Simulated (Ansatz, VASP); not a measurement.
HfMg3: VASP beside Ansatz

```
Hf Mg
1.0
     4.34287    0.00000    0.00000
     0.00000    4.34287    0.00000
     0.00000    0.00000    4.34287
Hf Mg
1 3
Direct
  0.00000 0.00000 0.00000
  0.00000 0.50000 0.50000
  0.50000 0.00000 0.50000
  0.50000 0.50000 0.00000
```

Change from the starting cell: volume scaled by 0.94.

Alike in both runs: task single point; functional PBE; k mesh 6 × 6 × 6; occupations fermi-dirac, width 0.05 eV; no spin polarisation.

|  | VASP | Ansatz |
| --- | --- | --- |
| version | VASP 6.6.1 | Ansatz 0.2.0 |
| potentials or method | VASP PAW PBE potentials, release 64 (Hf_pv, Mg) | Ansatz PAW |
| plane-wave cutoff (eV) | 520 | 420 |
| valence electrons in the cell | 16 | 56 |

Ansatz gave:

| Quantity | Value |
| --- | --- |
| gap on the k mesh at the Fermi level (eV) | none |
| pressure (GPa) | 4.0 |

Problem. What did VASP give for the same quantities?

Solution. gap on the k mesh at the Fermi level (eV): none; pressure (GPa): 3.9.

A gap of «none» marks a metal or a gap that the smearing closes. The functional is the same, so the differences come from potentials, cutoffs and numerics. The two sets of potentials don't hold the same shells in valence.

The runs have no spin-orbit coupling, so splittings on Hf are missing.
